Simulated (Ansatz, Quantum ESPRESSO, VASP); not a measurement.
**Code comparison for ZrMnF6 (P1, 8 atoms in the cell)**

Self-consistent single point, at a second geometry (atoms moved at random). First geometry:

```
CELL_PARAMETERS angstrom
      0.00000     4.13559     4.13559
      4.13559     0.00000     4.13559
      4.13559     4.13559     0.00000
ATOMIC_POSITIONS crystal
  Zr 0.50000 0.50000 0.50000
  Mn 0.00000 0.00000 0.00000
  F  0.74500 0.25500 0.25500
  F  0.25500 0.74500 0.74500
  F  0.25500 0.74500 0.25500
  F  0.74500 0.25500 0.74500
  F  0.25500 0.25500 0.74500
  F  0.74500 0.74500 0.25500
```
Moments meant for the start (each program seeds them in its own way; μB, in the order of the atoms Zr Mn F F F F F F): 0.0 4.0 0.0 0.0 0.0 0.0 0.0 0.0.

Second geometry:
```xyz
8
Lattice="0.0000 4.1356 4.1356 4.1356 0.0000 4.1356 4.1356 4.1356 0.0000" Properties=species:S:1:pos:R:3 pbc="T T T"
Zr     4.1379     4.1249     4.1647
Mn     0.0321    -0.1050     0.0007
F      2.1336     4.1886     4.1331
F      6.1835     4.1664     4.0660
F      4.0874     2.0907     4.1215
F      4.1193     6.1731     4.0939
F      4.1312     4.1687     2.1474
F      4.1241     4.1418     6.2218
```
Moments meant for the start (each program seeds them in its own way; μB, in the order of the atoms Zr Mn F F F F F F): 0.0 4.0 0.0 0.0 0.0 0.0 0.0 0.0.

Shared settings, as Ansatz (a first-principles code) writes them: kpoints.mp_grid.grid = 4 4 4; scf.occupations.method = fermi_dirac; scf.occupations.width = 0.02 eV. Potentials and cutoffs stand in the table.

| code | model | ΔF from the first geometry (meV/atom) | pressure (GPa) | largest force (eV/Å) | gap on the mesh (eV) | size of the net moment (μB/atom) | cutoff |
|---|---|---|---|---|---|---|---|
| VASP | PBEsol, VASP's PBE PAW potentials (set 64) | 13.2 | -10.23 | 0.926 | 2.320 | 0.62 | 400 eV |
| Ansatz | PBEsol, PAW files made with PBE | 13.2 | -2.71 | 0.898 | 2.310 | 0.62 | 420 eV |
| Quantum ESPRESSO | PBEsol, GBRV 1.5 ultrasoft (PBESOL) pseudopotentials | 13.4 | -2.54 | 0.903 | 2.327 | 0.62 | 50 Ry |

Size of the force on each atom (eV/Å): Sizes of forces hide their directions.

```tsv
code	Zr1	Mn2	F3	F4	F5	F6	F7	F8
VASP	0.630	0.926	0.084	0.595	0.512	0.750	0.103	0.875
Ansatz	0.623	0.893	0.094	0.630	0.560	0.758	0.121	0.898
Quantum ESPRESSO	0.613	0.901	0.096	0.632	0.558	0.768	0.123	0.903
```

Gaps are read on the mesh.

On Ansatz's run: with one magnetic atom in the cell only a parallel order is possible.

The spread over the programs that give each value: ΔF from the first geometry within 0.2 meV/atom; pressure within 7.69 GPa; largest force within 0.028 eV/Å; gap on the mesh within 0.017 eV; size of the net moment within 0.00 μB/atom.

Ansatz's pressure is given at a fixed set of plane waves, as the other plane-wave codes print theirs; with its correction for the finite basis it is -2.37 GPa (the shift of 0.33 GPa shows how far the cutoff is from converged). In the pressure, VASP (by 7.52) lies more than 1 GPa from the median of the plane-wave programs.

VASP's run is marked for a possible Pulay error in its stress at this cutoff; no cutoff test was made.

The starting cell comes from a database of computed structures (which also holds hypothetical and non-ambient phases and stackings), without a prior relaxation at this level. Its lattice was rescaled by a random factor within 2.5 % of one. For this run, on top of that: atoms moved at random.

Left out of this page: CP2K (unsound by tests on forces, stress, charge or solver warnings); SIESTA (not drawn, or without a comparable value).

Keys are those of Ansatz 0.2.
